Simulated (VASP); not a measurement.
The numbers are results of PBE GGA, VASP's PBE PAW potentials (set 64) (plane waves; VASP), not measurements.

VASP input:

INCAR:
```
LWAVE = .False.
LHYPERFINE = .True.
LMAXMIX = 4   ! l cut-off of mixed one-centre charges
LCHARG = .False.
LASPH = .True.
NELM = 100   ! most electronic steps
ENCUT = 400   ! plane-wave cut-off (eV)
ISMEAR = 0   ! Gaussian
ALGO = Fast
SIGMA = 0.05   ! width (eV)
LORBIT = 11
NELMIN = 4
GGA = PE   ! PBE
PREC = Normal
EDIFF = 1E-6
ISPIN = 2   ! spin-polarised
SYSTEM = Ga31As31Te
NUPDOWN = 2
ISYM = 0
LREAL = Auto   ! projection in real space or not
MAGMOM = 63*0.0317
```

File KPOINTS:
```
Automatic mesh
0
Gamma
1 1 1
0 0 0
```

File POSCAR:
```
Ga31As31Te
1
   11.5222104216     0.0000000000     0.0000000000
    0.0000000000    11.5222104216     0.0000000000
    0.0000000000     0.0000000000    11.5222104216
Ga As Te
31 31 1
Direct
  0.5037168719   0.0033733294   0.0036034711
  0.7460320981   0.2461096863   0.0030285895
  0.7460171694   0.0029988934   0.2461654231
  0.0008217253   0.0007761844   0.0007264652
  0.2537115068   0.2535544374   0.0036011511
  0.4961460293   0.4959225399   0.0030547119
  0.7499944136   0.7506568114   0.9998585076
  0.2538112759   0.0035863392   0.2536461441
  0.7553376391   0.5051936887   0.2456967295
  0.4961930276   0.0031520112   0.4956758355
  0.7552544991   0.2455696476   0.5051938138
  0.7498873905   0.9998408717   0.7506540322
  0.0007236378   0.4996939942   0.9997951823
  0.2508927572   0.7506602161   0.0006710050
  0.0011743401   0.2497842055   0.2498910909
  0.2532576941   0.4958469885   0.2460009001
  0.4999438063   0.7510282147   0.2498287576
  0.0007664092   0.9998011191   0.4998550605
  0.2535456868   0.2457827755   0.4955201450
  0.4958174681   0.5048416826   0.5049840071
  0.7492760021   0.7511871055   0.4992138073
  0.2508600466   0.0007703042   0.7507240776
  0.4998946531   0.2496941145   0.7511055481
  0.7493073253   0.4990785115   0.7513600770
  0.0013245381   0.7510576118   0.2497053112
  0.0015545524   0.4990579195   0.4992563094
  0.2499344453   0.7506397934   0.4998618468
  0.0012979399   0.2496332055   0.7509632350
  0.2499192816   0.4995916283   0.7504521591
  0.4998273793   0.7509537129   0.7508520951
  0.0004657000   0.7503856361   0.7503870714
  0.6166673339   0.1317400696   0.1318944246
  0.8751115198   0.3737444774   0.1235659119
  0.8751072323   0.1235249249   0.3738481583
  0.1259185892   0.1247690684   0.1248578592
  0.3821849979   0.3664443063   0.1320128380
  0.6239428800   0.6250238445   0.1236153635
  0.8748885687   0.8751364775   0.1244754098
  0.3826002291   0.1320648230   0.3659320137
  0.8764864531   0.6261416692   0.3756374505
  0.6238554087   0.1235329461   0.6249858217
  0.8763250449   0.3754993370   0.6261894987
  0.8748327440   0.1244723968   0.8751062297
  0.1252660807   0.6246754388   0.1243853481
  0.3748479329   0.8757374154   0.1248472329
  0.1262018138   0.3744023420   0.3744708456
  0.3737180662   0.6249987219   0.3739056800
  0.6245908250   0.8758854950   0.3745271946
  0.1253657045   0.1244142342   0.6246285356
  0.3736353053   0.3735691409   0.6248966166
  0.6256103366   0.6259056703   0.6260931190
  0.8747566768   0.8747068864   0.6247147039
  0.3749088183   0.1247492423   0.8758851893
  0.6244979241   0.3744522365   0.8760051047
  0.8747979565   0.6246660143   0.8747347990
  0.1252692048   0.8751540805   0.3747001399
  0.1248276872   0.6246933260   0.6247356454
  0.3745643011   0.8752352920   0.6246719896
  0.1252234622   0.3746359349   0.8750826477
  0.3745103105   0.6246525178   0.8750200233
  0.6247731087   0.8750057112   0.8750429780
  0.1251119452   0.8750154710   0.8750176551
  0.6127692280   0.3622303078   0.3622310107
```

POTCAR, in this order: Ga As Te (PBE.64 set). Program: vasp_gam. Read from the step before: WAVECAR.

The resulting files:

OSZICAR:
```
       N       E                     dE             d eps       ncg     rms          rms(c)
DAV:   1    -0.252795896061E+03   -0.25280E+03   -0.45409E-05   744   0.137E-02    0.760E-03
RMM:   2    -0.252795893998E+03    0.20623E-05   -0.98379E-06   687   0.568E-03    0.277E-03
RMM:   3    -0.252795893638E+03    0.36025E-06   -0.39443E-06   557   0.283E-03    0.185E-03
RMM:   4    -0.252795893684E+03   -0.45806E-07   -0.82920E-07   428   0.133E-03
   1 F= -.25279589E+03 E0= -.25279400E+03  d E =-.378045E-02  mag=     2.0000
```

**OUTCAR**
```
------------------------ aborting loop because EDIFF is reached ----------------------------------------
  FORCE on cell =-STRESS in cart. coord.  units (eV):
  Direction    XX          YY          ZZ          XY          YZ          ZX
  --------------------------------------------------------------------------------------
  Total        1.2169816      1.2392215      1.1689099      0.8336521      0.8377029      0.8528890
  in kB        1.2746389      1.2979326      1.2242898      0.8731483      0.8773911      0.8932966
  external PRESSURE =       1.2656204 kB  Pullay stress =       0.0000000 kB
  volume of cell :     1529.70
      direct lattice vectors                 reciprocal lattice vectors
    11.522210422  0.000000000  0.000000000     0.086788903  0.000000000  0.000000000
     0.000000000 11.522210422  0.000000000     0.000000000  0.086788903  0.000000000
     0.000000000  0.000000000 11.522210422     0.000000000  0.000000000  0.086788903
 POSITION                                       TOTAL-FORCE (eV/Angst)
 -----------------------------------------------------------------------------------
      5.80393      0.03887      0.04152        -0.008703     -0.003194     -0.006381
      8.59594      2.83573      0.03490        -0.009044     -0.002442      0.003116
      8.59577      0.03455      2.83637        -0.001996     -0.000543     -0.002315
      0.00947      0.00894      0.00837        -0.005024      0.007556      0.008902
      2.92332      2.92151      0.04149        -0.001212     -0.003159      0.002941
      5.71670      5.71412      0.03520         0.002656     -0.000666      0.005900
      8.64159      8.64923     11.52058        -0.000670     -0.000409     -0.002253
      2.92447      0.04132      2.92256        -0.004425     -0.001216     -0.006096
      8.70316      5.82095      2.83097         0.007005      0.003555     -0.008160
      5.71724      0.03632      5.71128         0.000224     -0.001469      0.001347
      8.70220      2.82951      5.82095         0.004256     -0.000407      0.002275
      8.64036     11.52038      8.64919         0.000485     -0.004045      0.000835
      0.00834      5.75758     11.51985         0.003837      0.001708     -0.001752
      2.89084      8.64926      0.00773         0.008890     -0.006598      0.009057
      0.01353      2.87807      2.87930         0.007298      0.001227     -0.002497
      2.91809      5.71325      2.83447         0.008672     -0.002120      0.002487
      5.76046      8.65351      2.87858        -0.001623      0.009113      0.000136
      0.00883     11.51992      5.75944         0.002512     -0.004557      0.000158
      2.92141      2.83196      5.70949         0.006232     -0.006387     -0.002250
      5.71291      5.81689      5.81853        -0.005508      0.000212     -0.001490
      8.63332      8.65534      5.75205         0.008614     -0.002649      0.009261
      2.89046      0.00888      8.65000         0.009909      0.004971     -0.007123
      5.75989      2.87703      8.65440        -0.000233      0.001797      0.002516
      8.63368      5.75049      8.65733         0.008819      0.005350      0.001695
      0.01526      8.65384      2.87716         0.000599      0.001356      0.000643
      0.01791      5.75025      5.75254         0.000339      0.003415      0.004287
      2.87980      8.64903      5.75951         0.001283      0.002302      0.000881
      0.01496      2.87633      8.65276         0.001091     -0.001438      0.002637
      2.87962      5.75640      8.64687         0.001689      0.002885      0.003197
      5.75912      8.65265      8.65148        -0.003233      0.005247      0.006750
      0.00537      8.64610      8.64612        -0.007558     -0.009047     -0.007264
      7.10537      1.51794      1.51972        -0.000576      0.015254      0.004656
     10.08322      4.30636      1.42375         0.007213     -0.003786     -0.004028
     10.08317      1.42328      4.30756         0.008167     -0.003487      0.001664
      1.45086      1.43762      1.43864        -0.000439      0.003598     -0.000036
      4.40362      4.22225      1.52108        -0.000104     -0.004791     -0.001706
      7.18920      7.20166      1.42432        -0.001251      0.005877     -0.007255
     10.08065     10.08351      1.43423        -0.004386      0.000074      0.001218
      4.40840      1.52168      4.21635        -0.005237      0.000566      0.002973
     10.09906      7.21454      4.32817        -0.006892      0.003160     -0.010817
      7.18819      1.42337      7.20122        -0.001056     -0.005853      0.010330
     10.09720      4.32658      7.21509        -0.006216     -0.006355     -0.000380
     10.08001      1.43420     10.08316        -0.001269     -0.000375     -0.001797
      1.44334      7.19764      1.43319        -0.003256     -0.002319      0.000885
      4.31908     10.09043      1.43852         0.003378     -0.001044     -0.003181
      1.45412      4.31394      4.31473        -0.002163      0.001029      0.001533
      4.30606      7.20137      4.30822        -0.008130      0.002134     -0.008106
      7.19667     10.09214      4.31538         0.001466      0.001026     -0.000967
      1.44449      1.43353      7.19710        -0.003054      0.003220     -0.003864
      4.30510      4.30434      7.20019        -0.002448     -0.003217      0.010092
      7.20841      7.21182      7.21398        -0.004888      0.003116     -0.004426
     10.07913     10.07856      7.19809        -0.001483     -0.002936     -0.000176
      4.31978      1.43739     10.09213         0.000852     -0.000047      0.001394
      7.19560      4.31452     10.09352         0.004314      0.001196     -0.003901
     10.07961      7.19753     10.07888        -0.001530      0.000936     -0.002540
      1.44338     10.08371      4.31737        -0.002923     -0.003629     -0.000854
      1.43829      7.19785      7.19834        -0.003705     -0.000527     -0.001200
      4.31581     10.08465      7.19760        -0.000366     -0.004289     -0.001380
      1.44285      4.31663     10.08289        -0.001003     -0.004231     -0.000049
      4.31519      7.19738     10.08216         0.000346     -0.000842     -0.002605
      7.19877     10.08200     10.08243        -0.002188     -0.000807     -0.000676
      1.44157     10.08211     10.08214        -0.003602     -0.001436     -0.002792
      7.06046      4.17369      4.17370         0.007249      0.008432      0.006550
 -----------------------------------------------------------------------------------
    total drift:                                0.233764      0.195229      0.202770
  FREE ENERGIE OF THE ION-ELECTRON SYSTEM (eV)
  ---------------------------------------------------
  free  energy   TOTEN  =      -252.7958936837 eV

  energy  without entropy=     -252.7921132380  energy(sigma->0) =     -252.79400346

 total charge

# of ion       s       p       d       tot
------------------------------------------
    1        1.068   1.128   0.121   2.317
    2        1.069   1.117   0.120   2.306
    3        1.069   1.117   0.120   2.307
    4        1.064   1.138   0.124   2.326
    5        1.068   1.127   0.121   2.316
    6        1.069   1.117   0.120   2.306
    7        1.063   1.139   0.124   2.326
    8        1.068   1.128   0.121   2.317
    9        1.065   1.126   0.122   2.314
   10        1.069   1.117   0.120   2.307
   11        1.065   1.127   0.123   2.315
   12        1.063   1.139   0.124   2.327
   13        1.063   1.139   0.124   2.327
   14        1.064   1.138   0.124   2.326
   15        1.060   1.135   0.124   2.320
   16        1.069   1.117   0.120   2.306
   17        1.060   1.136   0.124   2.320
   18        1.063   1.139   0.124   2.327
   19        1.069   1.116   0.120   2.305
   20        1.065   1.126   0.122   2.314
   21        1.064   1.133   0.124   2.322
...
```
(Selected blocks of OUTCAR.)

The supercell is sampled at Γ alone, which is coarse: total energies, pressure and levels can be off, energies of defects by several tenths of an eV.

The cell is a supercell with a defect, built from GaAs (zinc blende): Te_As-vac_Ga.
